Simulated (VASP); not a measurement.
The system is Ga4As3P.

```
Ga P As
1.0
     5.59711    0.00000    0.00000
    -2.79855    4.84724    0.00000
     0.00000    0.00000    7.27024
Ga P As
4 1 3
Direct
  0.33333 0.66667 0.84164
  0.66667 0.33333 0.84164
  0.66667 0.33333 0.15836
  0.33333 0.66667 0.15836
  0.00000 0.00000 0.00000
  0.33333 0.66667 0.50000
  0.66667 0.33333 0.50000
  0.00000 0.00000 0.50000
```

The cell was built by a generator and needn't be a form met in nature.

```yaml
Program: VASP 6.6.1
Task: relaxation of cell and atoms
Functional: PBE
Potentials_or_basis: VASP PAW PBE potentials, release 64 (Ga_d, P, As)
Cutoff: 520 eV
k_mesh: 3 × 3 × 2
Occupations: gaussian, width 0.15 eV
Spin: no spin polarisation
```

At the start: pressure -3.7 GPa; volume 24.66 Å³/atom.

**Question.** How do energy, volume and symmetry change on relaxing?

**Answer.** Over 15 steps the energy falls by 258.6 meV/atom and the volume is 20.56 Å³/atom (-16.6 %); space group P6/mmm (No. 191, to 0.05 Å).

The path:
| step | energy change (eV) | largest force (eV/Å) | pressure (GPa) | volume (Å³) |
| --- | --- | --- | --- | --- |
| 1 | 0.0000 | 0.2907 | -3.65 | 197.25 |
| 2 | -0.9174 | 0.1500 | -2.48 | 181.20 |
| 3 | -0.9993 | 1.1908 | 13.58 | 141.30 |
| 4 | -1.5665 | 0.2842 | -0.54 | 166.01 |
| 5 | -1.6631 | 0.9065 | 3.39 | 155.33 |
| 6 | -2.0189 | 0.3779 | 0.89 | 161.31 |
| 7 | -2.0219 | 0.3527 | 0.78 | 161.65 |
| 8 | -2.0223 | 0.3052 | 0.58 | 162.33 |
| 9 | -2.0228 | 0.3988 | 0.92 | 161.87 |
| 10 | -2.0230 | 0.3236 | 0.75 | 162.10 |
| 11 | -2.0576 | 0.1259 | -0.31 | 165.14 |
| 12 | -2.0588 | 0.2028 | -0.15 | 164.73 |
| 13 | -2.0586 | 0.1454 | -0.74 | 164.87 |
| 14 | -2.0588 | 0.2013 | -0.19 | 164.78 |
| 15 | -2.0692 | 0.0466 | -0.42 | 164.46 |

Final structure:
```
CELL_PARAMETERS angstrom
4.78587 0.00000 0.00000
-2.39294 4.14469 0.00000
0.00000 0.00000 8.29125
ATOMIC_POSITIONS crystal
Ga 0.33333 0.66667 0.82297
Ga 0.66667 0.33333 0.82297
Ga 0.66667 0.33333 0.17703
Ga 0.33333 0.66667 0.17703
P 0.00000 0.00000 0.00000
As 0.33333 0.66667 0.50000
As 0.66667 0.33333 0.50000
As 0.00000 0.00000 0.50000
```

Caveat: the k mesh is coarse (spacing up to 0.43 Å⁻¹), so the values aren't converged; the volume moved by over 15 % at a fixed basis, so the end points are rough.
